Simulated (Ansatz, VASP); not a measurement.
# Cross-check of SnCl (Cl-SnSn-Cl chair monolayer) between VASP and Ansatz

One calculation is typed for both programs; each brings its own data sets. How far apart do they land? The cell is taken from a series of runs on this material, whose earlier steps may have relaxed, scaled, displaced or heated it; both programs get it as it stands.

Program: Ansatz 0.2.0. Level of theory: plane waves, with VASP 6.6.1 beside it; single point at PBE with D3(BJ). Results are calculated unless marked as measured.

### Step 1. Starting point

The cell holds 4 atoms: 2 Cl and 2 Sn. Cell: a = 4.859 Å, b = 4.859 Å, c = 23.426 Å, α = 90.0°, β = 90.0°, γ = 120.0°. Vacuum lies along c.

Coordinates:

```
Cl Sn
1.0
     4.85879    0.00000    0.00000
    -2.42939    4.20783    0.00000
     0.00000    0.00000   23.42560
Cl Sn
2 2
Cartesian
  2.4294 1.4026 9.0000
  0.0000 2.8052 14.4256
  2.4294 1.4026 11.3710
  0.0000 2.8052 12.0546
```

### Step 2. VASP: single point, PBE with D3(BJ)

A single point gives forces, pressure and levels at one fixed geometry, so differences don't come from the geometry; what else differs is listed under the comparison.

Lines of VASP's logs that name or quote its potential files are left out, and so is its time.

Contents of INCAR:

```
SYSTEM = SnCl
PREC = Accurate
ENCUT = 400
EDIFF = 1E-06
NELM = 120
ISMEAR = -1
SIGMA = 0.02585
LREAL = .FALSE.
ALGO = Normal
GGA = PE
IVDW = 12
NBANDS = 27
LORBIT = 11
LWAVE = .FALSE.
LCHARG = .FALSE.
ISIF = 2
LDIPOL = .TRUE.
IDIPOL = 3
DIPOL = 0.5 0.5 0.5
LVHAR = .TRUE.
LASPH = .TRUE.
GGA_COMPAT = .FALSE.
NELMDL = -8
```

Contents of POSCAR:

```
SnCl
1.0
    4.8587850712      0.0000000000      0.0000000000
   -2.4293925356      4.2078313032      0.0000000000
    0.0000000000      0.0000000000     23.4256017015
Cl Sn
2 2
Direct
    0.6666666666      0.3333333332      0.3841950407
    0.3333333332      0.6666666666      0.6158049593
    0.6666666666      0.3333333332      0.4854086645
    0.3333333332      0.6666666666      0.5145913355
```

Contents of KPOINTS:

```
Automatic mesh
0
Gamma
12 12 1
0 0 0
```

PAW data sets: Cl and Sn_d (PBE family, release 64).

On the command line:

```sh
> mpirun -np 1 vasp_std
```

Numbers of over 12 decimals in the logs are rounded to 6 here.

Output:

```text
[banner, memory and clock lines left out]
running    1 mpi-ranks, on    1 nodes
 distrk:  each k-point on    1 cores,    1 groups
 distr:  one band on    1 cores,    1 groups

 POSCAR found type information on POSCAR ClSn
 POSCAR found :  2 types and       4 ions
 LDA part: xc-table for (Slater+PW92), standard interpolation
 POSCAR, INCAR and KPOINTS ok, starting setup
 FFT: planning ... GRIDC
 FFT: planning ... GRID_SOFT
 FFT: planning ... GRID
 WAVECAR not read
 entering main loop
       N       E                     dE             d eps       ncg     rms          rms(c)
DAV:   1     0.292718590542E+03    0.29272E+03   -0.16645E+04  1330   0.104E+03
DAV:   2     0.283412625575E+02   -0.26438E+03   -0.25910E+03  1236   0.259E+02
DAV:   3    -0.128587429462E+02   -0.41200E+02   -0.40782E+02  1233   0.116E+02
DAV:   4    -0.143066748756E+02   -0.14479E+01   -0.14427E+01  1262   0.266E+01
DAV:   5    -0.143491231253E+02   -0.42448E-01   -0.42441E-01  1440   0.468E+00
DAV:   6    -0.143501169724E+02   -0.99385E-03   -0.99384E-03  1443   0.648E-01
DAV:   7    -0.143501497178E+02   -0.32745E-04   -0.32745E-04  1603   0.979E-02
DAV:   8    -0.143501501676E+02   -0.44978E-06   -0.44960E-06  1326   0.124E-02    0.655E+00
DAV:   9    -0.137579603093E+02    0.59219E+00   -0.97564E-01  1426   0.822E+00    0.449E+00
DAV:  10    -0.137061544113E+02    0.51806E-01   -0.48911E-01  1387   0.452E+00    0.163E+00
DAV:  11    -0.137035973876E+02    0.25570E-02   -0.96908E-02  1269   0.210E+00    0.315E-01
DAV:  12    -0.137040951987E+02   -0.49781E-03   -0.65513E-03  1205   0.482E-01    0.175E-01
DAV:  13    -0.137050847912E+02   -0.98959E-03   -0.28648E-03  1397   0.305E-01    0.991E-02
DAV:  14    -0.137064189676E+02   -0.13342E-02   -0.14867E-03  1124   0.231E-01    0.362E-02
DAV:  15    -0.137069518949E+02   -0.53293E-03   -0.13842E-04  1355   0.685E-02    0.200E-02
DAV:  16    -0.137076026306E+02   -0.65074E-03   -0.21864E-04   978   0.618E-02    0.127E-02
DAV:  17    -0.137077809752E+02   -0.17834E-03   -0.34831E-05  1147   0.253E-02    0.852E-03
DAV:  18    -0.137080193451E+02   -0.23837E-03   -0.30143E-05  1088   0.228E-02    0.372E-03
DAV:  19    -0.137081561115E+02   -0.13677E-03   -0.13824E-05  1113   0.147E-02    0.217E-03
DAV:  20    -0.137082221825E+02   -0.66071E-04   -0.36671E-06  1116   0.717E-03    0.160E-03
DAV:  21    -0.137082475603E+02   -0.25378E-04   -0.81419E-07  1041   0.386E-03    0.860E-04
DAV:  22    -0.137082569148E+02   -0.93546E-05   -0.17919E-07   958   0.216E-03    0.822E-04
DAV:  23    -0.137082631655E+02   -0.62507E-05   -0.17085E-07   834   0.209E-03    0.388E-04
DAV:  24    -0.137082631518E+02    0.13672E-07   -0.11394E-08   665   0.739E-04
   1 F= -.14234276E+02 E0= -.14233894E+02  d E =-.763547E-03
```

Parts of OUTCAR (step 2):

```text
ion  position               nearest neighbor table
   1  0.667  0.333  0.384-   3 2.37
   2  0.333  0.667  0.616-   4 2.37
   3  0.667  0.333  0.485-   1 2.37   4 2.89   4 2.89   4 2.89
   4  0.333  0.667  0.515-   2 2.37   3 2.89   3 2.89   3 2.89

  LATTYP: Found a hexagonal cell.
 ALAT       =     4.8587850712
 C/A-ratio  =     4.8212879060

 Subroutine GETGRP returns: Found 12 space group operations
 (whereof 12 operations were pure point group operations)

The static configuration has the point symmetry D_3d.

 Found     19 irreducible k-points:

   k-points           NKPTS =     19   k-points in BZ     NKDIM =     19   number of bands    NBANDS=     27

   dimension x,y,z NGX =    32 NGY =   32 NGZ =  160
   dimension x,y,z NGXF=    64 NGYF=   64 NGZF=  320

   ENCUT  =  400.0 eV  29.40 Ry    5.42 a.u.   7.92  7.92 38.20*2*pi/ulx,y,z

   NELECT =      42.0000    total number of electrons

 k-points in reciprocal lattice and weights: Automatic mesh
   0.00000000  0.00000000  0.00000000       0.007
   0.08333333 -0.00000000  0.00000000       0.042
   0.16666667  0.00000000  0.00000000       0.042
   0.25000000  0.00000000  0.00000000       0.042
   0.33333333  0.00000000  0.00000000       0.042
   0.41666667 -0.00000000  0.00000000       0.042
   0.50000000  0.00000000  0.00000000       0.021
   0.08333333  0.08333333  0.00000000       0.042
   0.16666667  0.08333333  0.00000000       0.083
[...]
0.33333333  0.25000000  0.00000000       0.083
   0.33333333  0.33333333  0.00000000       0.014

 dipolmoment           0.000000      0.000000     -0.000000 electrons x Angstroem

 average (electrostatic) potential at core
       1 -98.8885       2 -98.8885       3-110.8050       4-110.8050

 E-fermi :  -3.9124

 k-point     1 :       0.0000    0.0000    0.0000
  band No.  band energies     occupation
    ...
     18      -6.0534      2.00000
     19      -6.0534      2.00000
     20      -4.3700      2.00000
     21      -3.9212      1.16783
     22      -3.9212      1.16782
     23      -2.0090      0.00000
     24      -0.6598      0.00000
     25      -0.6598      0.00000
     26       1.2116      0.00000
     27       2.0392      0.00000

 k-point     2 :       0.0833   -0.0000    0.0000
  band No.  band energies     occupation
    ...
     17      -6.3232      2.00000
     18      -6.0658      2.00000
     19      -6.0558      2.00000
     20      -4.9088      2.00000
     21      -4.0042      1.94419
     22      -3.3122      0.00000
     23      -1.9604      0.00000
     24      -0.6823      0.00000
     25      -0.4654      0.00000
     26       1.3360      0.00000
    ...

 k-point     3 :       0.1667    0.0000    0.0000
  band No.  band energies     occupation
    ...
     17      -6.3824      2.00000
     18      -6.0990      2.00000
     19      -6.0636      2.00000
     20      -5.4065      2.00000
     21      -4.1951      1.99996
     22      -2.7126      0.00000
     23      -1.8219      0.00000
     24      -0.5287      0.00000
     25       0.0492      0.00000
     26       1.6115      0.00000
    ...

 Edisp (eV)   -0.52601

  Total      -0.06374    -0.06374    -0.15138    -0.00000     0.00000     0.00000
  in kB      -0.21324    -0.21324    -0.50640    -0.00000     0.00000     0.00000
  external pressure =       -0.31 kB  Pullay stress =        0.00 kB

  energy-cutoff  :      400.00
  volume of cell :      478.94
      direct lattice vectors                 reciprocal lattice vectors
     4.858785071  0.000000000  0.000000000     0.205812767  0.118826056  0.000000000
    -2.429392536  4.207831303  0.000000000     0.000000000  0.237652113  0.000000000
     0.000000000  0.000000000 23.425601701     0.000000000  0.000000000  0.042688338

 POSITION                                       TOTAL-FORCE (eV/Angst)
 -----------------------------------------------------------------------------------
      2.42939      1.40261      9.00000        -0.000000     -0.000000      0.018369
     -0.00000      2.80522     14.42560         0.000000      0.000000     -0.018369
      2.42939      1.40261     11.37099         0.000000     -0.000000     -0.012538
     -0.00000      2.80522     12.05461        -0.000000     -0.000000      0.012538
 -----------------------------------------------------------------------------------
    total drift:                                0.000001      0.000001      0.000000

  FREE ENERGIE OF THE ION-ELECTRON SYSTEM (eV)
  ---------------------------------------------------
  free  energy   TOTEN  =       -14.2342761721 eV

  energy  without entropy=      -14.2335126253  energy(sigma->0) =      -14.23389440

 vacuum level on the upper side and lower side of the slab         2.475         2.475

 total charge
# of ion       s       p       d       tot
------------------------------------------
    1        1.607   3.484   0.000   5.091
    2        1.607   3.484   0.000   5.091
    3        1.182   1.079  10.001  12.263
    4        1.182   1.079  10.001  12.263
--------------------------------------------------
tot          5.578   9.126  20.003  34.707

[... 3 further parts left out ...]
```

### Step 3. Ansatz: single point, PBE with D3(BJ)

Ansatz runs on its PAW soft_1 files.

The same cell, functional, mesh and smearing now go to Ansatz, which takes its cutoff from its data sets.

Contents of input.yaml:

```yaml
crystal:
  lattice:
    - [4.8587850712, 0.0, 0.0]
    - [-2.4293925356, 4.2078313032, 0.0]
    - [0.0, 0.0, 23.4256017015]
  atoms:
    - { symbol: Cl, position: [0.6666666667, 0.3333333333, 0.3841950407] }
    - { symbol: Sn, position: [0.6666666667, 0.3333333333, 0.4854086645] }
    - { symbol: Sn, position: [0.3333333333, 0.6666666667, 0.5145913355] }
    - { symbol: Cl, position: [0.3333333333, 0.6666666667, 0.6158049593] }
kpoints:
  mp_grid: { grid: [12, 12, 1] }
  band_path:
    path: [[0, 0, 0], [0.5, 0, 0], [0.33333333, 0.33333333, 0], [0, 0, 0]]
    npoints: 16
hamiltonian:
  xc: pbe
  dispersion: d3bj
  pseudopotentials: { kind: paw, azcp: { folder: soft_1 } }
scf:
  occupations: { method: fermi_dirac, width: 0.02585 }
  convergence: { dr2_threshold: 1.0e-10 }
efield:
  axis: 3
  dipole_correction: true
  ramp_position: 0.97
  ramp_width: 0.06
  amplitude: 0
output:
  dos: { projected: true, e_range: [-6, 5] }
  write_potential: true
  write_density: true
  volumetric_format: npy
  elf: true
```

On the command line:

```sh
> ansatz run input.yaml --threads 2 --pin off --max-ram 3072MiB --backend cpu --events-out ev --progress --plain --runs-dir out
```

Output:

```text
Engine: ansatz 0.2.0, x86_64-unknown-linux-gnu
Pseudopotentials: kind: paw
Pseudopotential: Cl, paw, valence charge 7, recommended cutoff 420 eV (normal), soft_1/Cl.paw.azcp
Pseudopotential: Sn, paw, valence charge 14, recommended cutoff 420 eV (normal), soft_1/Sn.paw.azcp
Functional definition: PBE
  parameter kappa = 0.804
  parameter beta = 0.066725
  exchange = pbe_x(kappa = kappa, mu = beta*pi^2/3)
  correlation = pbe_c(beta = beta)
Crystal: 4 atoms, lattice volume = 478.935 Å³
Basis set: ecut = 420 eV, 9301 PW (Γ)
Bands: 26, of which v1, the nominal top of the filled ones, is band 21 counted from 1 (20 counted from 0)
Symmetry: 6 space group operations
k-points: 19 of 144 (time reversal used)
Non-local potential: Cl, projectors of the file, l = 0: 2, l = 1: 2, l = 2: 1
Non-local potential: Sn, projectors of the file, l = 0: 2, l = 1: 2, l = 2: 2, l = 3: 1
PAW form: soft (Blöchl's): semilocal exchange-correlation on the pseudo side does not see the compensation charge
PAW one-centre angular grid: Cl, 110 points (default); XC on 64 Gauss nodes
PAW one-centre angular grid: Sn, 590 points (default); XC on 64 Gauss nodes
Initial density: superposition of atomic densities (neutral atoms: chi_scale 0, normalization atom)
Initial wavefunctions: pseudopotential atomic-orbital guess
Functional: x = pbe(κ = 0.804, μ = 0.219515), c = pbe(β = 0.066725)
SCF iter   1: F=—  HF=-14211.095999 eV  |F-HF|=—  |Δ(HF+E_count)|=         —  Δρ=1.51e-2  dr2=2.44e0  ethr=3.10e-3  p=0.000 e·Å  D=2.87e-14 V/Å  ΔV_dip=-0.00 eV  dr2_dipole=2.41e-8  V_vac-E_F(+/−)=5.59/5.59 eV  ⟨swp⟩=9.2  Hψ=2819  notcnv=0
efield: sawtooth ramp at fractional position 0.9700 (set: `efield.ramp_position`, or a place that a band, a saddle search or an elastic batch's reference lends), width 0.0600; the density the first Hamiltonian is built on has a dipole p = 0.000 e·Å; the dipole correction subtracts the counter field D = 2.87e-14 V/Å, which shifts the + side's vacuum level by -0.00 eV against the − side's; the planar-averaged density in the ramp window peaks in size at 1.4e-7 e/Å³
preconditioner: auto → LDOS  [insulator: Δε(μ)=0.678 eV  Ē_g=7.784 eV  σ=0.026 eV  W_gap=0.56  n_scr=54 (ndim 8)  ℏωp=7.2 eV  f_vac=0.670  D(μ)=0.33/eV (n_scr^D=2)  ε∞_Penn≈1.9  β→1.0]
SCF iter   2: F=—  HF=-14211.947898 eV  |F-HF|=—  |Δ(HF+E_count)|=   8.52e-1  Δρ=2.24e-2  dr2=7.10e0  ethr=3.10e-3  p=-0.000 e·Å  D=-8.04e-5 V/Å  ΔV_dip=0.00 eV  dr2_dipole=9.87e-7  V_vac-E_F(+/−)=7.18/7.18 eV  ⟨swp⟩=5.8  Hψ=1587  notcnv=0  defer=17  recentre
SCF iter   3: F=—  HF=-14210.526645 eV  |F-HF|=—  |Δ(HF+E_count)|=    1.42e0  Δρ=5.15e-3  dr2=3.27e-1  ethr=3.10e-3  p=-0.000 e·Å  D=-4.75e-6 V/Å  ΔV_dip=0.00 eV  dr2_dipole=2.00e-9  V_vac-E_F(+/−)=6.00/6.00 eV  ⟨swp⟩=4.3  Hψ=1152  notcnv=0  defer=11
SCF iter   4: F=—  HF=-14210.453858 eV  |F-HF|=—  |Δ(HF+E_count)|=   7.28e-2  Δρ=7.29e-4  dr2=3.65e-3  ethr=7.77e-4  p=0.000 e·Å  D=3.97e-5 V/Å  ΔV_dip=-0.00 eV  dr2_dipole=7.42e-8  V_vac-E_F(+/−)=6.46/6.46 eV  ⟨swp⟩=3.1  Hψ=879  notcnv=0  defer=17
SCF iter   5: F=—  HF=-14210.453470 eV  |F-HF|=—  |Δ(HF+E_count)|=   3.88e-4  Δρ=1.74e-4  dr2=2.26e-4  ethr=8.69e-6  p=-0.000 e·Å  D=-2.20e-5 V/Å  ΔV_dip=0.00 eV  dr2_dipole=2.34e-8  V_vac-E_F(+/−)=6.42/6.42 eV  ⟨swp⟩=3.1  Hψ=1043  notcnv=0  defer=17
SCF iter   6: F=—  HF=-14210.453500 eV  |F-HF|=—  |Δ(HF+E_count)|=   2.99e-5  Δρ=7.05e-5  dr2=3.07e-5  ethr=5.37e-7  p=0.000 e·Å  D=3.14e-5 V/Å  ΔV_dip=-0.00 eV  dr2_dipole=4.71e-8  V_vac-E_F(+/−)=6.40/6.40 eV  ⟨swp⟩=2.1  Hψ=855  notcnv=0  defer=17
SCF iter   7: F=—  HF=-14210.453503 eV  |F-HF|=—  |Δ(HF+E_count)|=   2.66e-6  Δρ=9.88e-6  dr2=3.61e-7  ethr=7.30e-8  p=-0.000 e·Å  D=-1.16e-5 V/Å  ΔV_dip=0.00 eV  dr2_dipole=6.24e-9  V_vac-E_F(+/−)=6.40/6.40 eV  ⟨swp⟩=2.0  Hψ=864  notcnv=0  defer=17
SCF iter   8: F=—  HF=-14210.453465 eV  |F-HF|=—  |Δ(HF+E_count)|=   3.76e-5  Δρ=2.80e-6  dr2=5.72e-8  ethr=8.61e-10  p=0.000 e·Å  D=1.38e-5 V/Å  ΔV_dip=-0.00 eV  dr2_dipole=8.96e-9  V_vac-E_F(+/−)=6.40/6.40 eV  ⟨swp⟩=2.9  Hψ=968  notcnv=0  defer=17
SCF iter   9: F=—  HF=-14210.453465 eV  |F-HF|=—  |Δ(HF+E_count)|=   6.23e-8  Δρ=1.04e-6  dr2=1.06e-8  ethr=1.36e-10  p=-0.000 e·Å  D=-6.96e-6 V/Å  ΔV_dip=0.00 eV  dr2_dipole=2.28e-9  V_vac-E_F(+/−)=6.40/6.40 eV  ⟨swp⟩=3.0  Hψ=961  notcnv=0  defer=17
SCF iter  10: F=—  HF=-14210.453465 eV  |F-HF|=—  |Δ(HF+E_count)|=   5.13e-9  Δρ=3.21e-7  dr2=3.75e-10  ethr=2.51e-11  p=-0.000 e·Å  D=-2.26e-7 V/Å  ΔV_dip=0.00 eV  dr2_dipole=2.64e-12  V_vac-E_F(+/−)=6.40/6.40 eV  ⟨swp⟩=2.8  Hψ=804  notcnv=0  defer=17
SCF iter  11: F=-14210.453465 eV  HF=-14210.453465 eV  |F-HF|=5.09e-11  |Δ(HF+E_count)|=  6.80e-10  Δρ=7.17e-8  dr2=1.06e-11  ethr=1.00e-12  p=-0.000 e·Å  D=-9.51e-9 V/Å  ΔV_dip=0.00 eV  dr2_dipole=8.49e-14  V_vac-E_F(+/−)=6.40/6.40 eV  ⟨swp⟩=14.1  Hψ=1894  notcnv=0
SCF 1 converged in 11 iterations: F = -14210.453465 eV  dr2 = 1.06e-11
  greatest PAW one-centre occupation: 0.991 electrons in one spin orbital (limit 2), on the Sn atom at site 2 (counted from 0), in its partial waves of l = 2
NSCF: frozen V_eff on 49 k-points
efield: sawtooth ramp at fractional position 0.9700 (kept from the solve that this one continues, or follows in the run), width 0.0600; the density the first Hamiltonian is built on has a dipole p = -0.000 e·Å; the dipole correction subtracts the counter field D = -9.51e-9 V/Å, which shifts the + side's vacuum level by +0.00 eV against the − side's; the planar-averaged density in the ramp window peaks in size at 1.3e-7 e/Å³
WARN: The output density's exchange-correlation potential varies sharply where the density is thin. Do not read a vacuum level from v_tot or v_xc, or from such a field of the output density. On a cell that repeats whose density bears no net charge and no dipole along the vacuum's axis use v_es (v_loc + v_h of the components); under efield.dipole_correction with no amplitude use v_es + v_field, which holds any externa [...]
SCF converged after 11 iterations
Free energy (F): -14210.453465 eV
Harris-Foulkes:  -14210.453465 eV  (|F-HF|=5.09e-11)
Internal energy: -14210.452701 eV  (E = F + TS)
E sigma→0 (E₀):  -14210.453083 eV
Entropy (-TS):   -0.000765 eV (-0.191 meV/atom)
Fermi energy:    -3.477504 eV
Dipole field:    D = 0.000000 V/Å  (p = 0.000001 e·Å, saw-weighted, corrected)
Work function:   Φ+ = 6.4007 eV   Φ− = 6.4008 eV
Levels:          The Fermi level and band energies are counted from a zero that moves with the ramp; work functions are not
--- Per-component energies (eV) ---
  E_band       = -690.006372
  E_kinetic    = 638.519761
  E_local      = -21130.992749  (includes V_loc(G=0)·N_el)
  E_nonlocal   = 352.531401
  E_hartree    = 10247.111965
  E_xc         = -464.243813
  E_vxc        = -390.081698  (∫ρ·V_xc dr)
  E_paw        = -10057.954481  (= ΣΔE_a)
  E_vpaw       = -654.207719  (= ΣTr[D̂ρ^β])
  E_aug_tail   = 0.000798  (compensation charges beyond the density's cutoff)
  E_efield     = 0.000000  (sawtooth field / dipole correction)
  E_vefield    = 0.000000  (∫n·V_field dr)
  E_ewald      = 6205.100490
  E_disp       = -0.526073  (pairwise vdW)
  E_smearing   = -0.000765  (= −TS)
  E_closure    = -0.000000  (closes the sum)
  Σ components = -14210.453465   (vs F -14210.453465, Δ=0.00e0)
--- Band table (eV; the first three rows and the last of 19) ---
  k-point 0: bands = [... 17 lower, -5.6083, -5.6083, -3.9433, -3.4863, -3.4863, -1.5791, -0.2279, -0.2279, ... 1 higher]
  k-point 1: bands = [... 17 lower, -5.6208, -5.6107, -4.4770, -3.5691, -2.8810, -1.5305, -0.2502, -0.0336, ... 1 higher]
  k-point 2: bands = [... 17 lower, -5.6542, -5.6185, -4.9702, -3.7596, -2.2819, -1.3919, -0.0968, 0.4807, ... 1 higher]
  k-point 18: bands = [... 17 lower, -5.8186, -5.5907, -5.5907, -4.8364, -0.0655, -0.0655, 0.8715, 0.8715, ... 1 higher]
```

### Step 4. Side by side

Known differences besides the potentials themselves: the cutoff is 420 eV in Ansatz and 400 eV in VASP. Total energies have different zeros and are not compared.

The two programs side by side:

```tsv
quantity	Ansatz	VASP	difference
work function, lower of the two faces (eV)	6.40	6.39	+0.01
work function, higher of the two faces (eV)	6.40	6.39	+0.01
```

With vacuum in the cell, a pressure given here is an average over mostly empty space and none of the material.

### Step 5. What came out

```json
{"difference in work function, higher of the two faces (single point, PBE with D3(BJ))": "0.013 eV"}
```

In words: The difference in work function, higher of the two faces is 0.013 eV (single point, PBE with D3(BJ)). How closely two codes agree says nothing of how well the functional describes the real material.

[Lines on the potential files, build, host, timing and source positions are cut from VASP's logs without a mark.]

[Logs are printed without paths, hosts, clocks, repeated set-up lines and the standing remarks that a program may print on its own settings, such as how far it seeks lower states.]

[Hosts, paths, dates, database ids (printed as entryN), source tags and the programs' standing remarks are cut or masked in the printed files.]
